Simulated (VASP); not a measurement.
# RbN (Fmmm) in VASP: a series of runs

One crystal, RbN, is run at these levels: PBE; tasks: single point.

All numbers are computed with VASP 6.6.1; they aren't measurements. Logs are shortened: lines on timing, memory, paths and dates and some standing lists are left out, and cuts for length are marked.

### 1 The cell of the first run

Symmetry: Fmmm, No. 69, orthorhombic system. Conventional cell: a = 5.657 Å, b = 6.248 Å, c = 7.093 Å, α = 90.00°, β = 90.00°, γ = 90.00°. Rb (site symmetry mmm) has 4 N at 2.83 to 3.12 Å as nearest neighbours. N (site symmetry mmm) has 4 Rb at 2.83 to 3.12 Å as nearest neighbours.

The cell was built by a generator and needn't be a form met in nature.

### 2 Single point, PBE, collinear spin, typed start (random cell by space group and Wyckoff sites (Fmmm, No. 69))

The input, INCAR:

```
ALGO = Fast ; EDIFF = 1E-7
ENCUT = 520 ; GGA = PE
ISIF = 2 ; ISMEAR = 0
ISPIN = 2 ; LASPH = T
LCHARG = T ; LELF = T
LORBIT = 11 ; LREAL = F
LVHAR = T ; LWAVE = F
MAGMOM = 0 1 ; NBANDS = 18
NELM = 150 ; PREC = Accurate
SIGMA = 0.1
```

The input, KPOINTS:

```
k-points
0
Gamma
  6 6 6
```

The input, POSCAR:

```
RbN
1.0
    0.0000000000      3.1242492800      3.5463577300
    2.8284839600      0.0000000000      3.5463577300
    2.8284839600      3.1242492800      0.0000000000
Rb N
1 1
Direct
    0.5000000000      0.5000000000      0.5000000000
    0.0000000000      0.0000000000      0.0000000000
```

Potentials or basis: VASP PAW PBE potentials, release 64 (Rb_sv, N).

Run with:

```console
cat potpaw_PBE.64/Rb_sv/POTCAR potpaw_PBE.64/N/POTCAR > POTCAR
mpirun -np 1 vasp_std > vasp.out
```

OUTCAR:

```text
EDIFF = 1E-7
   ENCUT = 520
   GGA = PE
   ISIF = 2
   ISMEAR = 0
   ISPIN = 2
   LASPH = T
   LORBIT = 11
   LREAL = F
   NELM = 150
   PREC = Accurate

 ion  position               nearest neighbor table
   1  0.500  0.500  0.500-   2 2.83   2 2.83   2 3.12   2 3.12   2 3.55   2 3.55
   2  0.000  0.000  0.000-   1 2.83   1 2.83   1 3.12   1 3.12   1 3.55   1 3.55

  LATTYP: Found a face centered orthorhombic cell.
 ALAT       =     5.6569679200
 B/A-ratio  =     1.1045667305
 C/A-ratio  =     1.2538016054

  Lattice vectors:

 A1 = (   0.0000000000,   3.1242492800,   3.5463577300)
 A2 = (   2.8284839600,   0.0000000000,   3.5463577300)
 A3 = (   2.8284839600,   3.1242492800,   0.0000000000)

Analysis of symmetry for initial positions (statically):
=====================================================================
 Subroutine PRICEL returns:
 Original cell was already a primitive cell.

 Routine SETGRP: Setting up the symmetry group for a
 face centered orthorhombic supercell.

 Subroutine GETGRP returns: Found  8 space group operations
 (whereof  8 operations were pure point group operations)
 out of a pool of  8 trial point group operations.

The static configuration has the point symmetry D_2h.

Analysis of symmetry for dynamics (positions and initial velocities):
=====================================================================
 Subroutine PRICEL returns:
 Original cell was already a primitive cell.

 Routine SETGRP: Setting up the symmetry group for a
 face centered orthorhombic supercell.

 Subroutine GETGRP returns: Found  8 space group operations
 (whereof  8 operations were pure point group operations)
 out of a pool of  8 trial point group operations.

The dynamic configuration has the point symmetry D_2h.

Analysis of structural, dynamic, and magnetic symmetry:
=====================================================================
 Subroutine PRICEL returns:
 Original cell was already a primitive cell.

 Routine SETGRP: Setting up the symmetry group for a
 face centered orthorhombic supercell.

 Subroutine GETGRP returns: Found  8 space group operations
 (whereof  8 operations were pure point group operations)
 out of a pool of  8 trial point group operations.

The overall configuration has the point symmetry D_2h.

 Subroutine INISYM returns: Found  8 space group operations
 (whereof  8 operations are pure point group operations),
 and found     1 'primitive' translations

----------------------------------------------------------------------------------------

                                     Primitive cell

  volume of cell :      62.6775

  direct lattice vectors                    reciprocal lattice vectors
     0.000000000  3.124249280  3.546357730    -0.176773143  0.160038446  0.140989725
     2.828483960  0.000000000  3.546357730     0.176773143 -0.160038446  0.140989725
     2.828483960  3.124249280  0.000000000     0.176773143  0.160038446 -0.140989725

  length of vectors
     4.726265620  4.536185034  4.214410407     0.277018322  0.277018322  0.277018322

  position of ions in fractional coordinates (direct lattice)
     0.500000000  0.500000000  0.500000000
     0.000000000  0.000000000  0.000000000

  ion indices of the primitive-cell ions
   primitive index   ion index
                 1           1
                 2           2

----------------------------------------------------------------------------------------

 KPOINTS: k-points

Automatic generation of k-mesh.
 Grid dimensions read from file:
 generate k-points for:    6    6    6

 Generating k-lattice:

  Cartesian coordinates                     Fractional coordinates (reciprocal lattice)
    -0.029462191  0.026673074  0.023498287     0.166666667  0.000000000  0.000000000
     0.029462191 -0.026673074  0.023498287    -0.000000000  0.166666667 -0.000000000
     0.029462191  0.026673074 -0.023498287     0.000000000  0.000000000  0.166666667

  Length of vectors
     0.046169720  0.046169720  0.046169720

  Shift w.r.t. Gamma in fractional coordinates (k-lattice)
     0.000000000  0.000000000  0.000000000

 Subroutine IBZKPT returns following result:
 ===========================================

 Found     46 irreducible k-points:

 Following reciprocal coordinates:
            Coordinates               Weight
  0.000000  0.000000  0.000000      1.000000
  0.166667 -0.000000  0.000000      8.000000
  0.333333 -0.000000  0.000000      8.000000
  0.500000  0.000000 -0.000000      4.000000
  0.166667  0.166667  0.000000      2.000000
  0.333333  0.166667  0.000000      8.000000
[... 16 lines left out ...]
 -0.166667  0.166667  0.166667      8.000000
  0.500000  0.333333  0.166667      4.000000
 [... further k-points ...]
   k-points           NKPTS =     46   k-points in BZ     NKDIM =     46   number of bands    NBANDS=     18
   number of dos      NEDOS =    301   number of ions     NIONS =      2
   total plane-waves  NPLWV =  41472
   dimension x,y,z NGX =    36 NGY =   36 NGZ =   32
   dimension x,y,z NGXF=    72 NGYF=   72 NGZF=   64
   ions per type =               1   1
   NGX,Y,Z   is equivalent  to a cutoff of  12.66, 13.19, 12.62 a.u.
   NGXF,Y,Z  is equivalent  to a cutoff of  25.33, 26.39, 25.25 a.u.
 SYSTEM =  unknown system
   PREC   = accura    normal or accurate (medium, high low for compatibility)
   ISTART =      0    job   : 0-new  1-cont  2-samecut
   ICHARG =      2    charge: 1-file 2-atom 10-const
   ISPIN  =      2    spin polarized calculation?
   LNONCOLLINEAR =      F non collinear calculations
   LSORBIT =      F    spin-orbit coupling
   LASPH  =      T    aspherical Exc in radial PAW
   ENCUT  =  520.0 eV  38.22 Ry    6.18 a.u.   8.79  8.43  7.84*2*pi/ulx,y,z
   NELM   =    150;   NELMIN=  2; NELMDL= -5     # of ELM steps
   EDIFF  = 0.1E-06   stopping-criterion for ELM
   LREAL  =      F    real-space projection
   EDIFFG = 0.1E-05   stopping-criterion for IOM
   NSW    =      0    number of steps for IOM
   IBRION =     -1    ionic relax: 0-MD 1-quasi-New 2-CG
   NFREE  =      0    steps in history (QN), initial steepest desc. (CG)
   ISIF   =      2    stress and relaxation
   ISYM   =      2    0-nonsym 1-usesym 2-fastsym
   POTIM  = 0.5000    time-step for ionic-motion
   TEBEG  =    0.0;   TEEND  =   0.0 temperature during run
   PSTRESS=    0.0 pullay stress
   NELECT =      14.0000    total number of electrons
   NUPDOWN=      -1.0000    fix difference up-down
   EMIN   =  10.00;   EMAX   =-10.00  energy-range for DOS
   EFERMI =   0.00;   METHOD = LEGACY
   ISMEAR =     0;   SIGMA  =   0.10  broadening in eV -4-tet -1-fermi 0-gaus
   EFERMI_NEDOS =   21; number of points for ismear=-14 and -15
   IALGO  =     68    algorithm
   IMIX   =      4    mixing-type and parameters
     AMIX     =   0.40;   BMIX     =  1.00
     AMIX_MAG =   1.60;   BMIX_MAG =  1.00
  volume/ion in A,a.u.               =      31.34       211.48
  Fermi-wavevector in a.u.,A,eV,Ry     =   0.993299  1.877064 13.424104  0.986644
  Thomas-Fermi vector in A             =   2.125172
   LORBIT       =     11    0 simple, 1 ext, 2 COOP (PROOUT), +10 PAW based schemes
   GGA     = PE    functional components
   LHFCALC =     F    Hartree Fock is set to
   AEXX    =    0.0000 exact exchange contribution
   IVDW    =     0    specifies the selected vdW correction
   LEPSILON=     F    determine dielectric tensor
   LRPA    =     F    only Hartree local field effects (RPA)
 spin polarized calculation
 RMM-DIIS sequential band-by-band and
 Gauss-broadening in eV      SIGMA  =   0.10
  energy-cutoff  :      520.00
  volume of cell :       62.68
 maximum number of plane-waves:      1709
   NGX = 17   NGY = 17   NGZ = 15

 number of electron      14.0000000 magnetization       1.9999993

 Free energy of the ion-electron system (eV)
  ---------------------------------------------------
  ext. energy  EPLUGINS =         0.00000000
  ---------------------------------------------------
  free energy    TOTEN  =        -6.34127340 eV

  energy without entropy =       -6.32911533  energy(sigma->0) =       -6.33519437

 E-fermi :  -0.0244     XC(G=0):  -7.1938

 val. band max:       -0.0254859903   @ k =   0.5000   0.5000   0.0000
 cond. band min:      -0.0236526986   @ k =  -0.1667   0.3333   0.5000
 fundamental gap:      0.0018332917
 Fermi energy:        -0.0243595875

 spin component 1

 k-point     1 :       0.0000    0.0000    0.0000
  band No.  band energies     occupation
      1     -26.6635      1.00000
      2     -13.5006      1.00000
      3     -10.7313      1.00000
      4     -10.7282      1.00000
      5     -10.5449      1.00000
      6      -2.2263      1.00000
[... 10 lines left out ...]
     17      15.1389      0.00000
     18      16.2442      0.00000
[... 463 lines left out ...]
 k-point    24 :       0.5000    0.3333    0.1667
  band No.  band energies     occupation
      1     -26.6404      1.00000
      2     -13.5247      1.00000
      3     -10.8993      1.00000
      4     -10.8582      1.00000
      5     -10.5429      1.00000
      6      -2.5460      1.00000
[... 10 lines left out ...]
     17      12.4768      0.00000
     18      13.9694      0.00000

 [... further k-points ...]

 spin component 2

 k-point     1 :       0.0000    0.0000    0.0000
  band No.  band energies     occupation
      1     -26.6311      1.00000
      2     -10.7849      1.00000
      3     -10.7170      1.00000
      4     -10.6337      1.00000
      5     -10.5380      1.00000
      6       0.2852      0.00001
[... 10 lines left out ...]
     17      15.4286      0.00000
     18      16.9800      0.00000
[... 463 lines left out ...]
 k-point    24 :       0.5000    0.3333    0.1667
  band No.  band energies     occupation
      1     -26.6090      1.00000
      2     -11.2141      1.00000
      3     -10.8164      1.00000
      4     -10.7552      1.00000
      5     -10.1480      1.00000
      6      -0.3384      1.00000
[... 10 lines left out ...]
     17      12.7648      0.00000
     18      14.4952      0.00000

 [... further k-points ...]

------------------------ aborting loop because EDIFF is reached ----------------------------------------

  FORCE on cell =-STRESS in cart. coord.  units (eV):
  Direction    XX          YY          ZZ          XY          YZ          ZX
  --------------------------------------------------------------------------------------
  -------------------------------------------------------------------------------------
  Total        0.9137277     -0.0482138     -0.7220352      0.0000000      0.0000000      0.0000000
  in kB       23.3569131     -1.2324526    -18.4568263      0.0000000      0.0000000      0.0000000
  external PRESSURE =       1.2225447 kB  Pullay stress =       0.0000000 kB

 VOLUME and BASIS-vectors are now :
 -----------------------------------------------------------------------------
  energy-cutoff  :      520.00
  volume of cell :       62.68
      direct lattice vectors                 reciprocal lattice vectors
     0.000000000  3.124249280  3.546357730    -0.176773143  0.160038446  0.140989725
     2.828483960  0.000000000  3.546357730     0.176773143 -0.160038446  0.140989725
     2.828483960  3.124249280  0.000000000     0.176773143  0.160038446 -0.140989725

 POSITION                                       TOTAL-FORCE (eV/Angst)
 -----------------------------------------------------------------------------------
      2.82848      3.12425      3.54636         0.000000      0.000000      0.000000
      0.00000      0.00000      0.00000        -0.000000     -0.000000     -0.000000
 -----------------------------------------------------------------------------------
    total drift:                                0.000000      0.000000      0.000000

  FREE ENERGIE OF THE ION-ELECTRON SYSTEM (eV)
  ---------------------------------------------------
  free  energy   TOTEN  =        -6.3412734041 eV

  energy  without entropy=       -6.3291153313  energy(sigma->0) =       -6.33519437

 total charge

# of ion       s       p       d       tot
------------------------------------------
    1        1.947   5.339   0.029   7.315
    2        1.317   2.082   0.000   3.400
--------------------------------------------------
tot          3.265   7.421   0.029  10.715

 magnetization (x)

# of ion       s       p       d       tot
------------------------------------------
    1       -0.003   0.027   0.007   0.031
    2        0.029   1.222   0.000   1.250
--------------------------------------------------
tot          0.026   1.248   0.007   1.281
```

Run time: 2.4 min. Hardware: 1 thread of Intel Xeon Platinum 8488C (Sapphire Rapids), shared host; peak memory 0.27 GiB.

What came out:

| Item | Value |
| --- | --- |
| Free energy | -6.3413 eV |
| Pressure | 0.1 GPa |
| Band gap on the k mesh | none (metal or under the smearing width) |
| Net moment | 2.00 μB per cell |
| Site moments | Rb +0.03; N +1.25 μB |
| Valence electrons inside the program's atomic spheres | Rb 7.32; N 3.40 |

(Part 1 of 2 ends here.)
